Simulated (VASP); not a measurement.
Crystal: MgTi2N2.

```xyz
5
Lattice="3.8373 0.0000 0.0000 -1.9186 3.3232 0.0000 0.0000 0.0000 5.3446" Properties=species:S:1:pos:R:3 pbc="T T T"
Mg    0.0000    0.0000    2.6723
Ti    0.0000    0.0000    0.0000
Ti    0.0000    2.2154    2.6723
N     0.0000    2.2154    1.1904
N     0.0000    2.2154    4.1543
```

The cell was built by a generator and needn't be a form met in nature.

- Program: VASP 6.6.1
- Task: relaxation of cell and atoms
- Functional: PBE
- Potentials or basis: VASP PAW PBE potentials, release 64 (Mg, Ti_sv, N)
- Cutoff: 520 eV
- k mesh: 4 × 4 × 3
- Occupations: gaussian, width 0.15 eV
- Spin: no spin polarisation

At the start: pressure 48.9 GPa; volume 13.63 Å³/atom.

Question: Where does the relaxation end?

Answer: Over 17 steps the energy falls by 1728.1 meV/atom and the volume is 15.95 Å³/atom (+17.0 %); space group P-6m2 (No. 187, to 0.05 Å).

Step by step:
```tsv
step	energy change (eV)	largest force (eV/Å)	pressure (GPa)	volume (Å³)
1	0.0000	19.0240	48.89	68.15
2	163.4152	190.1376	72.30	111.78
3	-13.9066	5.1695	164.72	72.45
4	-6.7516	2.6986	-6.26	77.49
5	-6.7957	2.8113	-6.15	77.11
6	-6.8805	3.5001	-3.84	74.77
7	-6.8780	3.7006	-2.87	74.08
8	-8.0256	8.2116	9.99	73.22
9	-8.3391	0.5607	2.68	73.53
10	-8.3494	1.1554	3.36	73.49
11	-8.3508	1.4982	3.52	73.48
12	-8.5917	0.9018	2.51	76.05
13	-8.5921	0.8699	3.09	76.02
14	-8.6276	0.9904	1.64	79.41
15	-8.6325	0.4567	1.87	78.54
16	-8.6257	0.6707	-2.29	81.40
17	-8.6403	0.0549	0.11	79.74
```

Final structure:
```yaml
crystal:
  lattice:
    - [4.19490, 0.00000, 0.00000]
    - [-2.09745, 3.63289, 0.00000]
    - [0.00000, 0.00000, 5.23249]
  atoms:
    - { symbol: Mg, position: [0.00000, 0.00000, 0.50000] }
    - { symbol: Ti, position: [0.00000, 0.00000, 0.00000] }
    - { symbol: Ti, position: [0.33333, 0.66667, 0.50000] }
    - { symbol: N, position: [0.33333, 0.66667, 0.12369] }
    - { symbol: N, position: [0.33333, 0.66667, 0.87631] }
```

Caveat: the k mesh is coarse (spacing up to 0.47 Å⁻¹), so the values aren't converged; the volume moved by over 15 % at a fixed basis, so the end points are rough.
